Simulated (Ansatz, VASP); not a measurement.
# Te2Au (Calaverite): VASP beside Ansatz

Aim: how closely do two programs agree when they are given the same cell, functional and k mesh? The cell is taken from a series of runs on this material, whose earlier steps may have relaxed, scaled, displaced or heated it; both programs get it as it stands.

Main program and level: Ansatz 0.2.0; plane waves, with VASP 6.6.1 beside it; relaxation of cell and atoms at PBEsol and zone-centre phonons at PBEsol.

### Step 1. The starting structure

The structure is trigonal, space group P-3m1 (No. 164). The conventional cell has a = 4.146 Å, b = 4.146 Å, c = 5.109 Å, α = 90.00°, β = 90.00°, γ = 120.00°. Te has 3 Au at 2.81 Å nearest. Nearest to Au lie 6 Te at 2.81 Å. Farther neighbours and most contacts between anions are not listed.

As a file:

```cif
data_structure
_symmetry_space_group_name_H-M 'P 1'
_symmetry_Int_Tables_number 1
_cell_length_a 4.1456
_cell_length_b 4.1456
_cell_length_c 5.1089
_cell_angle_alpha 90.000
_cell_angle_beta 90.000
_cell_angle_gamma 120.000
_cell_volume 76.04
loop_
_atom_site_label
_atom_site_type_symbol
_atom_site_fract_x
_atom_site_fract_y
_atom_site_fract_z
_atom_site_occupancy
Te1 Te 0.66667 0.33333 0.28954 1
Te2 Te 0.33333 0.66667 0.71046 1
Au3 Au 0.00000 0.00000 0.00000 1
```

### Step 2. VASP: relaxation of cell and atoms, PBEsol

The relaxed volume is the usual yardstick between codes: in a stiff, nearly cubic crystal its relative difference is about their pressure difference at one cell divided by the bulk modulus.

Lines of VASP's logs that name or quote its potential files are left out, and so is its time.

INCAR reads:

```
SYSTEM = Te2Au
PREC = Accurate
ENCUT = 500
EDIFF = 1E-07
NELM = 120
ISMEAR = 1
SIGMA = 0.2
LREAL = .FALSE.
ALGO = Normal
GGA = PS
NBANDS = 17
LASPH = .TRUE.
LORBIT = 11
LWAVE = .FALSE.
LCHARG = .FALSE.
ISIF = 3
IBRION = 2
NSW = 80
EDIFFG = -0.005
GGA_COMPAT = .FALSE.
NELMIN = 4
KPAR = 2
```

POSCAR reads:

```
Te2Au
1.0
    4.1455620000      0.0000000000      0.0000000000
   -2.0727810000      3.5901620000      0.0000000000
    0.0000000000      0.0000000000      5.1089310000
Te Au
2 1
Direct
    0.6666667131      0.3333334262      0.2895404146
    0.3333332869      0.6666665738      0.7104595854
    0.0000000000      0.0000000000      0.0000000000
```

KPOINTS reads:

```
Automatic mesh
0
Gamma
9 9 6
0 0 0
```

The projector-augmented-wave data sets are Te and Au (PBE family, release 64).

The run is started by

```bash
$ mpirun -np 2 vasp_std
```

Numbers of over 12 decimals in the logs are rounded to 6 here.

Output:

```text
[banner, memory and clock lines left out]
running    2 mpi-ranks, on    1 nodes
 distrk:  each k-point on    1 cores,    2 groups
 distr:  one band on    1 cores,    1 groups

 POSCAR found type information on POSCAR TeAu
 POSCAR found :  2 types and       3 ions
|                                                                             |
|               ----> ADVICE to this user running VASP <----                  |
|                                                                             |
|     You enforced a specific xc type in the INCAR file but a different       |
|     [... a line on the potential file left out ...]
|     I HOPE YOU KNOW WHAT YOU ARE DOING!                                     |
|                                                                             |

 LDA part: xc-table for (Slater+PW92), standard interpolation
 POSCAR, INCAR and KPOINTS ok, starting setup
 FFT: planning ... GRIDC
 FFT: planning ... GRID_SOFT
 FFT: planning ... GRID
 WAVECAR not read
 entering main loop
       N       E                     dE             d eps       ncg     rms          rms(c)
DAV:   1     0.107484615647E+03    0.10748E+03   -0.95506E+03  2156   0.110E+03
DAV:   2    -0.767410701356E+01   -0.11516E+03   -0.11231E+03  2621   0.206E+02
DAV:   3    -0.119341675575E+02   -0.42601E+01   -0.42040E+01  2496   0.403E+01
DAV:   4    -0.119878133858E+02   -0.53646E-01   -0.53626E-01  2726   0.484E+00
DAV:   5    -0.119888330650E+02   -0.10197E-02   -0.10197E-02  2649   0.576E-01    0.142E+01
DAV:   6    -0.113666958610E+02    0.62214E+00   -0.43057E+00  2192   0.203E+01    0.104E+01
DAV:   7    -0.113049227858E+02    0.61773E-01   -0.37784E-01  2161   0.641E+00    0.455E+00
DAV:   8    -0.112971931731E+02    0.77296E-02   -0.39118E-02  2336   0.117E+00    0.112E+00
DAV:   9    -0.112948640161E+02    0.23292E-02   -0.81086E-03  2368   0.925E-01    0.384E-01
DAV:  10    -0.112948309029E+02    0.33113E-04   -0.73784E-04  2464   0.174E-01    0.893E-02
DAV:  11    -0.112948183802E+02    0.12523E-04   -0.62851E-05  2596   0.630E-02    0.387E-02
DAV:  12    -0.112948166932E+02    0.16870E-05   -0.15187E-05  2533   0.350E-02    0.205E-02
DAV:  13    -0.112948161596E+02    0.53367E-06   -0.11271E-06  2326   0.890E-03    0.904E-03
DAV:  14    -0.112948161147E+02    0.44863E-07   -0.27408E-07  1849   0.410E-03
   1 F= -.11294816E+02 E0= -.11294815E+02  d E =-.112948E+02
 curvature:   0.00 expect dE= 0.000E+00 dE for cont linesearch  0.000E+00
 trial: gam= 0.00000 g(F)=  0.225E-06 g(S)=  0.133E-03 ort = 0.000E+00 (trialstep = 0.100E+01)
 search vector abs. value=  0.133E-03
 bond charge predicted
       N       E                     dE             d eps       ncg     rms          rms(c)
DAV:   1    -0.112959671505E+02   -0.11510E-02   -0.19661E-02  2184   0.123E+00    0.236E-01
DAV:   2    -0.112949266421E+02    0.10405E-02   -0.40921E-03  2176   0.696E-01    0.110E-01
DAV:   3    -0.112948528730E+02    0.73769E-04   -0.19328E-04  2202   0.116E-01    0.648E-02
DAV:   4    -0.112948275899E+02    0.25283E-04   -0.58830E-05  2262   0.374E-02    0.296E-02
DAV:   5    -0.112948245996E+02    0.29903E-05   -0.15355E-05  2392   0.232E-02    0.288E-02
DAV:   6    -0.112948254267E+02   -0.82709E-06   -0.17506E-06  2680   0.102E-02    0.152E-02
DAV:   7    -0.112948249013E+02    0.52545E-06   -0.86808E-07  2162   0.878E-03    0.465E-03
DAV:   8    -0.112948248930E+02    0.82334E-08   -0.11566E-07  1111   0.213E-03
   2 F= -.11294825E+02 E0= -.11294821E+02  d E =-.877834E-05
 trial-energy change:   -0.000009  1 .order   -0.000003   -0.000133    0.000126
 step:   0.5440(harm=  0.5133)  dis= 0.00004  next Energy=   -11.294853 (dE=-0.370E-04)
 bond charge predicted
       N       E                     dE             d eps       ncg     rms          rms(c)
DAV:   1    -0.112950933592E+02   -0.26846E-03   -0.40837E-03  2192   0.559E-01    0.108E-01
DAV:   2    -0.112948773114E+02    0.21605E-03   -0.83872E-04  2158   0.316E-01    0.502E-02
DAV:   3    -0.112948613808E+02    0.15931E-04   -0.39635E-05  2188   0.522E-02    0.300E-02
DAV:   4    -0.112948552087E+02    0.61721E-05   -0.12066E-05  2242   0.169E-02    0.138E-02
DAV:   5    -0.112948538342E+02    0.13746E-05   -0.32070E-06  2380   0.106E-02    0.132E-02
DAV:   6    -0.112948537892E+02    0.45001E-07   -0.35040E-07  2267   0.461E-03
   3 F= -.11294854E+02 E0= -.11294851E+02  d E =-.376745E-04
 curvature:  -0.26 expect dE=-0.722E-06 dE for cont linesearch -0.297E-06
 trial: gam= 0.00000 g(F)=  0.149E-05 g(S)=  0.133E-05 ort =-0.124E-04 (trialstep = 0.909E+00)
 search vector abs. value=  0.283E-05
 reached required accuracy - stopping structural energy minimisation
```

OUTCAR, selected parts (step 2):

```text
ion  position               nearest neighbor table
   1  0.667  0.333  0.290-   3 2.81   3 2.81   3 2.81   2 3.22   2 3.22   2 3.22
   2  0.333  0.667  0.710-   3 2.81   3 2.81   3 2.81   1 3.22   1 3.22   1 3.22
   3  0.000  0.000  0.000-   2 2.81   1 2.81   1 2.81   2 2.81   1 2.81   2 2.81

  LATTYP: Found a hexagonal cell.
 ALAT       =     4.1455620000
 C/A-ratio  =     1.2323856211

 Subroutine GETGRP returns: Found 12 space group operations
 (whereof 12 operations were pure point group operations)

The static configuration has the point symmetry D_3d.

 Found     62 irreducible k-points:

   k-points           NKPTS =     62   k-points in BZ     NKDIM =     62   number of bands    NBANDS=     17

   dimension x,y,z NGX =    30 NGY =   30 NGZ =   40
   dimension x,y,z NGXF=    60 NGYF=   60 NGZF=   80

   ENCUT  =  500.0 eV  36.75 Ry    6.06 a.u.   7.56  7.56  9.31*2*pi/ulx,y,z

   NELECT =      23.0000    total number of electrons

 k-points in reciprocal lattice and weights: Automatic mesh
   0.00000000  0.00000000  0.00000000       0.002
   0.11111111  0.00000000  0.00000000       0.012
   0.22222222  0.00000000  0.00000000       0.012
   0.33333333  0.00000000  0.00000000       0.012
   0.44444444  0.00000000  0.00000000       0.012
   0.11111111  0.11111111  0.00000000       0.012
   0.22222222  0.11111111  0.00000000       0.025
   0.33333333  0.11111111  0.00000000       0.025
   0.44444444  0.11111111  0.00000000       0.012
[...]
0.33333333  0.22222222  0.50000000       0.025
   0.33333333  0.33333333  0.50000000       0.004

 average (electrostatic) potential at core
       1 -86.8683       2 -86.8683       3 -66.1256

 E-fermi :   7.9138

 k-point     1 :       0.0000    0.0000    0.0000
  band No.  band energies     occupation
    ...
      8       4.1905      2.00000
      9       7.5290      2.02029
     10       7.5290      2.02029
     11       7.6066      2.05204
     12       7.6066      2.05204
     13       8.9900     -0.00000
     14      10.9374     -0.00000
     15      11.1028     -0.00000
     16      13.7841      0.00000
     17      13.7841      0.00000

 k-point     2 :       0.1111    0.0000    0.0000
  band No.  band energies     occupation
    ...
      7       3.2534      2.00000
      8       4.1202      2.00000
      9       6.1216      2.00000
     10       6.6464      2.00000
     11       7.4461      2.00462
     12       8.4553     -0.00087
     13       9.6497     -0.00000
     14      11.3217     -0.00000
     15      11.6813     -0.00000
     16      13.3335      0.00000
    ...

 k-point     3 :       0.2222    0.0000    0.0000
  band No.  band energies     occupation
    ...
      7       3.2273      2.00000
      8       3.8294      2.00000
      9       4.9685      2.00000
     10       5.7848      2.00000
     11       6.5457      2.00000
     12       9.1887     -0.00000
     13       9.4578     -0.00000
     14      11.8237     -0.00000
     15      12.1288      0.00000
     16      14.0449      0.00000
    ...

  Total        0.0035113      0.0035113      0.0076294      0.0000000      0.0000000      0.0000000
  in kB        0.0740878      0.0740878      0.1609783      0.0000000      0.0000000      0.0000000
  external PRESSURE =       0.1030513 kB  Pullay stress =       0.0000000 kB

  energy-cutoff  :      500.00
  volume of cell :       75.93
      direct lattice vectors                 reciprocal lattice vectors
     4.143545577  0.000000000  0.000000000     0.241339206  0.139337256 -0.000000000
    -2.071772789  3.588415727  0.000000000     0.000000000  0.278674512 -0.000000000
     0.000000000  0.000000000  5.106901449     0.000000000  0.000000000  0.195813452

 POSITION                                       TOTAL-FORCE (eV/Angst)
 -----------------------------------------------------------------------------------
      2.07177      1.19614      1.47861        -0.000000     -0.000000      0.003934
      0.00000      2.39228      3.62829         0.000000      0.000000     -0.003934
      0.00000      0.00000      0.00000        -0.000000     -0.000000      0.000000
 -----------------------------------------------------------------------------------
    total drift:                               -0.000000     -0.000000      0.000000

  FREE ENERGIE OF THE ION-ELECTRON SYSTEM (eV)
  ---------------------------------------------------
  free  energy   TOTEN  =       -11.2948537892 eV

  energy  without entropy=      -11.2948443263  energy(sigma->0) =      -11.29485063

 reached required accuracy - stopping structural energy minimisation

 total charge
# of ion       s       p       d       tot
------------------------------------------
    1        1.418   1.809   0.061   3.289
    2        1.418   1.809   0.061   3.289
    3        0.614   0.409   8.670   9.693
--------------------------------------------------
tot          3.451   4.027   8.793  16.271

[... 3 further parts left out ...]
```

This run has no spin polarisation. Its electron count is odd, so without a moment it is a metal by construction. The k-mesh is coarse for a metal. The run keeps the 12 symmetry operations of its start, so it cannot find a distortion of lower symmetry.

### Step 3. Ansatz: relaxation of cell and atoms, PBEsol

Ansatz runs on its default PAW (the set named soft_2) files.

The same cell, functional, mesh and smearing now go to Ansatz, which takes its cutoff from its data sets.

input.yaml reads:

```yaml
crystal:
  lattice:
    - [4.145562266, 0.0, 0.0]
    - [-2.072781133, 3.5901622353, 0.0]
    - [0.0, 0.0, 5.1089312509]
  atoms:
    - { symbol: Te, position: [0.6666666667, 0.3333333333, 0.289540457] }
    - { symbol: Te, position: [0.3333333333, 0.6666666667, 0.710459543] }
    - { symbol: Au, position: [0.0, 0.0, 0.0] }
kpoints:
  mp_grid: { grid: [9, 9, 6] }
hamiltonian:
  xc: pbesol
scf:
  occupations: { method: methfessel_paxton, width: 0.2 }
output:
  forces: true
  stress: true
  eigenvalues: true
  write_density: true
  write_potential: true
  elf: true
  volumetric_format: npy
relax:
  adjacent_minimum: "off"
  f_tol: 0.001
  max_steps: 60
  cell: { stress_tol: 0.01 }
```

The run is started by

```bash
$ ansatz run input.yaml --threads 4 --pin off --max-ram 10240MiB --backend cpu --events-out ev --progress --plain --runs-dir out
```

Output:

```text
Engine: ansatz 0.2.0, aarch64-unknown-linux-gnu
Pseudopotentials: kind: paw
Pseudopotential: Te, paw, valence charge 16, recommended cutoff 420 eV (normal), Te.paw.azcp
Pseudopotential: Au, paw, valence charge 19, recommended cutoff 420 eV (normal), Au.paw.azcp
Functional definition: PBEsol
  exchange = pbesol_x
  correlation = pbesol_c
Crystal: 3 atoms, lattice volume = 76.037 Å³
Basis set: ecut = 420 eV, 1469 PW (Γ), exchange–correlation on 60×60×72 points (8 copies of the dense FFT grid, shifted against one another)
Bands: 31, of which v1, the nominal top of the filled ones, is band 26 counted from 1 (25 counted from 0)
Symmetry: 12 space group operations
Space group: P-3m1 (ITA 164), of the structure as read, at distance tolerance 4.2e-5 Å
k-points: 62 of 486
Non-local potential: Te, projectors of the file, l = 0: 2, l = 1: 2, l = 2: 2, l = 3: 2
Non-local potential: Au, projectors of the file, l = 0: 3, l = 1: 2, l = 2: 2, l = 3: 1
PAW form: soft (Blöchl's): semilocal exchange-correlation on the pseudo side does not see the compensation charge
PAW frozen core: Te, regenerated for the run's functional, and the local potential with it (the file was generated under x = pbe(κ = 0.804, μ = 0.219515), c = pbe(β = 0.066725))
PAW frozen core: Au, regenerated for the run's functional, and the local potential with it (the file was generated under x = pbe(κ = 0.804, μ = 0.219515), c = pbe(β = 0.066725))
PAW one-centre angular grid: Te, 590 points (default); XC on 64 Gauss nodes
PAW one-centre angular grid: Au, 590 points (default); XC on 64 Gauss nodes
Initial density: superposition of atomic densities (neutral atoms: chi_scale 0, normalization atom), corrected by the library's trained network
Initial wavefunctions: pseudopotential atomic-orbital guess
Functional: x = pbesol(κ = 0.804, μ = 0.123457), c = pbesol(β = 0.046)
SCF iter   1: F=—  HF=-26810.431436 eV  |F-HF|=—  |Δ(HF+E_count)|=         —  Δρ=3.51e-3  dr2=9.11e-3  ethr=1.77e-3  ⟨swp⟩=6.1  Hψ=7878  notcnv=0
preconditioner: auto → LDOS  [metal: Δε(μ)=0.031 eV  Ē_g=9.506 eV  σ=0.200 eV  W_gap=0.13  n_scr=22 (ndim 8)  ℏωp=20.4 eV  f_vac=0.011  D(μ)=1.25/eV (n_scr^D=2)  β→1.0]
SCF iter   2: F=—  HF=-26810.430344 eV  |F-HF|=—  |Δ(HF+E_count)|=   1.09e-3  S|Δr|=    0.00e0  Δρ=2.44e-3  dr2=4.53e-3  ethr=1.79e-5  ⟨swp⟩=2.0  Hψ=3938  notcnv=0
preconditioner: auto → Kerker (q_TF=auto, 2.553 Å⁻¹)  [metal: Δε(μ)=0.037 eV  Ē_g=9.533 eV  σ=0.200 eV  W_gap=0.15  n_scr=22 (ndim 8)  ℏωp=20.4 eV  f_vac=0.006  D(μ)=1.27/eV (n_scr^D=2)  β→0.5]
SCF iter   3: F=—  HF=-26810.428369 eV  |F-HF|=—  |Δ(HF+E_count)|=   1.98e-3  S|Δr|=    0.00e0  Δρ=4.94e-4  dr2=1.73e-4  ethr=8.89e-6  ⟨swp⟩=2.2  Hψ=3279  notcnv=0
SCF iter   4: F=—  HF=-26810.428412 eV  |F-HF|=—  |Δ(HF+E_count)|=   4.35e-5  S|Δr|=    0.00e0  Δρ=1.29e-4  dr2=2.20e-5  ethr=3.39e-7  ⟨swp⟩=2.0  Hψ=3458  notcnv=0
SCF iter   5: F=—  HF=-26810.428414 eV  |F-HF|=—  |Δ(HF+E_count)|=   1.37e-6  S|Δr|=    0.00e0  Δρ=4.86e-5  dr2=3.88e-6  ethr=4.31e-8  ⟨swp⟩=2.0  Hψ=2459  notcnv=0
SCF iter   6: F=—  HF=-26810.428414 eV  |F-HF|=—  |Δ(HF+E_count)|=   3.82e-8  S|Δr|=    0.00e0  Δρ=1.53e-5  dr2=2.37e-7  ethr=7.60e-9  ⟨swp⟩=2.1  Hψ=2482  notcnv=0
SCF iter   7: F=-26810.428414 eV  HF=-26810.428414 eV  |F-HF|=1.65e-8  |Δ(HF+E_count)|=   1.35e-8  S|Δr|=    0.00e0  Δρ=6.14e-6  dr2=4.81e-8  ethr=1.96e-10  ⟨swp⟩=12.2  Hψ=14516  notcnv=0
SCF 1 converged in 7 iterations: F = -26810.428414 eV  dr2 = 4.81e-8
  greatest PAW one-centre occupation: 1.001 electrons in one spin orbital (limit 2), on the Au atom at site 2 (counted from 0), in its partial waves of l = 0
relax step   1: F+E_penalty+E_count = -26810.42841381 eV  Δ(F+E_penalty+E_count) = +0.000e0 eV  max|allowed force component| = 7.264e-4 eV/Å  Δτ_max = 0.0000 Å  P = -0.020 GPa  Ω = 76.037 Å³  (7 SCF iters, dr2 threshold 1.00e-7 eV, accepted)
[...]
relax step   2: F+E_penalty+E_count = -26810.42842400 eV  Δ(F+E_penalty+E_count) = -1.019e-5 eV  max|allowed force component| = 1.995e-3 eV/Å  Δτ_max = 0.0005 Å  P = +0.027 GPa  Ω = 75.989 Å³  energy of the carried Pulay correction = +1.179e-5 eV  (6 SCF iters, dr2 threshold 1.08e-9 eV, rejected (line search))
[...]
relax step   3: F+E_penalty+E_count = -26810.42842012 eV  Δ(F+E_penalty+E_count) = -6.313e-6 eV  max|allowed force component| = 6.688e-6 eV/Å  Δτ_max = 0.0002 Å  P = -0.000 GPa  Ω = 76.017 Å³  energy of the carried Pulay correction = +4.907e-6 eV  (8 SCF iters, accepted)
[...]
relax step   4: F+E_penalty+E_count = -26810.42841344 eV  Δ(F+E_penalty+E_count) = +6.684e-6 eV  max|allowed force component| = 4.745e-6 eV/Å  Δτ_max = 0.0000 Å  P = -0.000 GPa  Ω = 76.017 Å³  stress off target by 1.63e-4 GPa  SCF on the basis re-selected at this cell (its energy is not comparable with the rows above)  (4 SCF iters)
basis re-selected at this cell: Δ(F+E_penalty+E_count) = +6.684e-6 eV, ΔP = +0.000 GPa vs the last step (what re-selecting the basis moved, of the pressure what is left beyond the Pulay correction that the steps carried, after the strain that the cell walked since its last selection, with what the two solves' SCF thresholds leave and, on support functions, any second-order correction that the steps lacked; it is no m [...]
SCF converged after 4 iterations
Stability not checked: this state was not tested for a lower state beside it, because cold or Methfessel-Paxton smearing, or corrected tetrahedra, fill the levels in a way that the test cannot read (fill_not_monotonic; see scf.lower_state_search)
Free energy (F): -26810.428413 eV
Harris-Foulkes:  -26810.428413 eV  (|F-HF|=7.28e-12)
Internal energy: -26810.428510 eV  (E = F + TS)
E sigma→0 (E₀):  -26810.428438 eV
Entropy (-TS):   0.000097 eV (0.032 meV/atom)
Fermi energy:    12.906706 eV
Step filling:    the computed levels leave a gap of 0.0011 eV = 0.0 smearing widths at the electron count; against every level under it full and every level over it empty, smearing changes F+E_penalty+E_count by -1.259 meV and its σ→0 estimate by -1.283 meV
--- Per-component energies (eV) ---
  E_band       = -767.531586
  E_kinetic    = 966.887391
  E_local      = -4521.742326  (includes V_loc(G=0)·N_el)
  E_nonlocal   = -539.819197
  E_hartree    = 2467.290158
  E_xc         = -474.463530
  E_vxc        = -484.451293  (∫ρ·V_xc dr)
  E_paw        = -18734.299424  (= ΣΔE_a)
  E_vpaw       = -1122.987395  (= ΣTr[D̂ρ^β])
  E_aug_tail   = 0.000922  (compensation charges beyond the density's cutoff)
  E_ewald      = -5975.341614
  E_core_change = 1.059109  (= ΣΔE_core)
  E_smearing   = 0.000097  (= −TS)
  E_closure    = 0.000000  (closes the sum)
  Σ components = -26810.428413   (vs F -26810.428413, Δ=0.00e0)
--- Forces (eV/Å), atoms counted from 1 ---
  atom   1  Te     0.00000000     0.00000000    -0.00000475
  atom   2  Te     0.00000000     0.00000000     0.00000475
  atom   3  Au     0.00000000    -0.00000000     0.00000000
  max |Σ_I F_I| component: 8.47e-22 eV/Å
--- Stress (GPa, compression-positive) ---
       -0.000111      -0.000000      -0.000000
       -0.000000      -0.000111       0.000000
       -0.000000       0.000000       0.000163
  P = ⅓ Tr σ = -0.0000 GPa (-0.000 kbar)
--- Band table (eV; the first three rows and the last of 62) ---
  k-point 0: bands = [... 22 lower, 12.5191, 12.5191, 12.6013, 12.6013, 13.9705, 15.9323, 16.1096, 18.8145, ... 1 higher]
  k-point 1: bands = [... 22 lower, 11.9437, 11.9437, 13.2840, 13.2840, 13.4198, 15.6681, 16.9409, 18.5526, ... 1 higher]
  k-point 2: bands = [... 22 lower, 11.5127, 11.5127, 12.1556, 13.9915, 13.9915, 16.2501, 17.6823, 17.9916, ... 1 higher]
  k-point 61: bands = [... 22 lower, 8.4766, 9.2828, 9.2828, 15.2718, 15.2718, 18.0976, 19.2127, 19.3812, ... 1 higher]
--- Relaxed structure (3 steps of the walk, 2 accepted, 1 SCFs on fresh bases) ---
  F+E_penalty+E_count = -26810.42841344 eV   max|allowed force component| = 4.745e-6 eV/Å   (the final SCF, on the basis selected at the relaxed cell)
  cell:  # Å, volume = 76.0174 Å³
    - [4.145177, 0.0, 0]
    - [-2.072588, 3.589828, 0]
    - [-1.115677898797898e-19, 0, 5.108536]
  atoms:
    - { symbol: Te, position: [0.666667, 0.333333, 0.289575] }
    - { symbol: Te, position: [0.333333, 0.666667, 0.710425] }
    - { symbol: Au, position: [0, 0, 0.0] }
```

(Part 1 of 2 ends here.)

[Lines on the potential files, build, host, timing and source positions are cut from VASP's logs without a mark.]

[Logs are printed without paths, hosts, clocks, repeated set-up lines and the standing remarks that a program may print on its own settings, such as how far it seeks lower states.]

[Hosts, paths, dates, database ids (printed as entryN), source tags and the programs' standing remarks are cut or masked in the printed files.]
